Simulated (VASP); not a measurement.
The system is MgO.

```
Mg O
1.0
     0.00000    2.10380    2.10380
     2.10380    0.00000    2.10380
     2.10380    2.10380    0.00000
Mg O
1 1
Direct
  0.00000 0.00000 0.00000
  0.50000 0.50000 0.50000
```

Base run:

| Property | Result |
| --- | --- |
| Program | VASP 6.6.1 |
| Functional | r2SCAN |
| Potentials or basis | VASP PAW PBE potentials, release 64 (Mg, O) |
| Cutoff | 520 eV |
| k mesh | 10 × 10 × 10 |
| Occupations | gaussian, width 0.02 eV |
| Spin | no spin polarisation |

Its results: band gap on the k mesh 5.64 eV, direct; pressure -1.5 GPa.

Q: The run is repeated on the same cell with these changes: functional from r2SCAN to PBEsol; cutoff from 520 eV to 700 eV. What comes out?

A: Band gap on the k mesh 4.67 eV, direct; pressure 0.0 GPa.

r2SCAN gives the wider gap, since meta-GGAs in the generalised Kohn-Sham scheme recover part of the derivative discontinuity.

Caveats: the PAW data sets were made with another functional, which shifts forces and pressure a little.

A k mesh can miss the band edges.

Not every run made on this cell is shown here.
